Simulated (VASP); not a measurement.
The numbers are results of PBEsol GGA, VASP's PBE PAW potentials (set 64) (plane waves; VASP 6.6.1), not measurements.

The input files of a VASP run:

### KPOINTS
```
k-points along high-symmetry lines
10
Line-mode
Reciprocal
  0.000000   0.000000   0.000000 ! GAMMA
  0.500000   0.000000   0.000000 ! M

  0.500000   0.000000   0.000000 ! M
  0.333333   0.333333   0.000000 ! K

  0.333333   0.333333   0.000000 ! K
  0.000000   0.000000   0.000000 ! GAMMA

  0.000000   0.000000   0.000000 ! GAMMA
  0.000000   0.000000   0.500000 ! A

  0.000000   0.000000   0.500000 ! A
  0.500000   0.000000   0.500000 ! L

  0.500000   0.000000   0.500000 ! L
  0.333333   0.333333   0.500000 ! H

  0.333333   0.333333   0.500000 ! H
  0.000000   0.000000   0.500000 ! A

  0.500000   0.000000   0.500000 ! L
  0.500000   0.000000   0.000000 ! M

  0.333333   0.333333   0.500000 ! H
  0.333333   0.333333   0.000000 ! K
```

POSCAR:
```
C
1
    2.4608863737     0.0000000000    -0.0000000000
   -1.2304431868     2.1311904353     0.0000000000
   -0.0000000000    -0.0000000000    19.9967977160
C
2
Direct
  0.6666670000   0.3333330000   0.0000000000
  0.3333330000   0.6666670000   0.0000000000
```

INCAR:
```
! general
SYSTEM  =  C
PREC    =  Accurate
ENCUT   =  520
LREAL   =  F
LASPH   =  T
ICHARG  =  11

! electronic loop
EDIFF   =  1E-7
NELM    =  100
ALGO    =  Normal

! smearing
ISMEAR  =  0
SIGMA   =  0.05

! functional
GGA     =  PS

! output
LWAVE   =  F
LCHARG  =  F
LORBIT  =  11
```

POTCAR, in this order: C (PBE.64 set). Program: vasp_std. Read from the step before: CHGCAR.

Output

OUTCAR:
```
 ion  position               nearest neighbor table
   1  0.667  0.333  0.000-   2 1.42   2 1.42   2 1.42
   2  0.333  0.667  0.000-   1 1.42   1 1.42   1 1.42
  LATTYP: Found a hexagonal cell.
 ALAT       =     2.4608863737
 C/A-ratio  =     8.1258516971
 Subroutine PRICEL returns:
 Original cell was already a primitive cell.
 Subroutine GETGRP returns: Found 24 space group operations
The static configuration has the point symmetry D_6h.
The dynamic configuration has the point symmetry D_6h.
 Subroutine INISYM returns: Found 24 space group operations
   k-points           NKPTS =     90   k-points in BZ     NKDIM =     90   number of bands    NBANDS=      8
   number of dos      NEDOS =    301   number of ions     NIONS =      2
   total plane-waves  NPLWV =  48600
   dimension x,y,z NGX =    18 NGY =   18 NGZ =  150
   dimension x,y,z NGXF=    36 NGYF=   36 NGZF=  300
   ions per type =               2
   PREC   = accura    normal or accurate (medium, high low for compatibility)
   ISTART =      0    job   : 0-new  1-cont  2-samecut
   ICHARG =     11    charge: 1-file 2-atom 10-const
   ISPIN  =      1    spin polarized calculation?
   LNONCOLLINEAR =      F non collinear calculations
   LSORBIT =      F    spin-orbit coupling
   INIWAV =      1    electr: 0-lowe 1-rand  2-diag
   ENCUT  =  520.0 eV  38.22 Ry    6.18 a.u.   4.58  4.58 37.18*2*pi/ulx,y,z
   NELM   =    100;   NELMIN=  2; NELMDL= -5     # of ELM steps
   EDIFF  = 0.1E-06   stopping-criterion for ELM
   LREAL  =      F    real-space projection
   NLSPLINE    = F    spline interpolate recip. space projectors
   LMAXMIX     =    2 max onsite mixed and CHGCAR
   VOSKOWN=      0    Vosko Wilk Nusair interpolation
   EDIFFG = 0.1E-05   stopping-criterion for IOM
   NSW    =      0    number of steps for IOM
   NBLOCK =      1;   KBLOCK =      1    inner block; outer block
   IBRION =     -1    ionic relax: 0-MD 1-quasi-New 2-CG
   NFREE  =      0    steps in history (QN), initial steepest desc. (CG)
   ISIF   =      2    stress and relaxation
   ISYM   =      2    0-nonsym 1-usesym 2-fastsym
   TEIN   =    0.0    initial temperature
...
```

OSZICAR:
```
       N       E                     dE             d eps       ncg     rms          rms(c)
DAV:   1     0.350662050868E+02    0.35066E+02   -0.29519E+03  1448   0.681E+02
DAV:   2    -0.143440640827E+02   -0.49410E+02   -0.37704E+02  2288   0.949E+01
DAV:   3    -0.174167685305E+02   -0.30727E+01   -0.28984E+01  1880   0.391E+01
DAV:   4    -0.174446282141E+02   -0.27860E-01   -0.27466E-01  2288   0.371E+00
DAV:   5    -0.174448898163E+02   -0.26160E-03   -0.26160E-03  2192   0.242E-01
DAV:   6    -0.174449002987E+02   -0.10482E-04   -0.10482E-04  2464   0.327E-02
DAV:   7    -0.174449006655E+02   -0.36675E-06   -0.36652E-06  2256   0.327E-03
DAV:   8    -0.174449006888E+02   -0.23380E-07   -0.23514E-07  2136   0.451E-04
   1 F= -.17444901E+02 E0= -.17440513E+02  d E =-.877628E-02
```

File OUTCAR:
```
 val. band max:       -2.8018227255   @ k =   0.3333   0.3333   0.3333

 cond. band min:      -2.8017983668   @ k =   0.3333   0.3333   0.4444



 k-point     1 :       0.0000    0.0000    0.0000
  band No.  band energies     occupation
      1     -22.3360      2.00000
      2     -10.4925      2.00000
      3      -5.8059      2.00000
      4      -5.8058      2.00000
      5       0.5841      0.00000
      6       1.3886      0.00000
      7       1.6980      0.00000
      8       2.6358      0.00000

 k-point     2 :       0.0556    0.0000    0.0000
  band No.  band energies     occupation
      1     -22.2627      2.00000
      2     -10.4046      2.00000
      3      -6.1041      2.00000
      4      -5.9646      2.00000
      5       0.6832      0.00000
      6       1.4894      0.00000
      7       1.7999      0.00000
      8       2.7367      0.00000

 k-point     3 :       0.1111    0.0000    0.0000
  band No.  band energies     occupation
      1     -22.0433      2.00000
      2     -10.1421      2.00000
      3      -6.9237      2.00000
      4      -6.3859      2.00000
      5       0.9808      0.00000
      6       1.7915      0.00000
      7       2.1055      0.00000
      8       3.0393      0.00000

 k-point     4 :       0.1667    0.0000    0.0000
  band No.  band energies     occupation
      1     -21.6787      2.00000
      2      -9.7081      2.00000
      3      -8.1014      2.00000
      4      -6.9520      2.00000
      5       1.4766      0.00000
      6       2.2940      0.00000
      7       2.6148      0.00000
      8       3.5427      0.00000

 k-point     5 :       0.2222    0.0000    0.0000
  band No.  band energies     occupation
      1     -21.1709      2.00000
      2      -9.4807      2.00000
      3      -9.1088      2.00000
      4      -7.5528      2.00000
      5       2.1698      0.00000
      6       2.9934      0.00000
      7       3.3276      0.00000
      8       4.2401      0.00000
...
```

The density is held fixed in this step, so its total energy and stress have no physical meaning. The cell holds a wide vacuum, so values per volume refer to the whole cell.

The cell is a sheet with vacuum, built from a database entry that may be metastable or hypothetical.
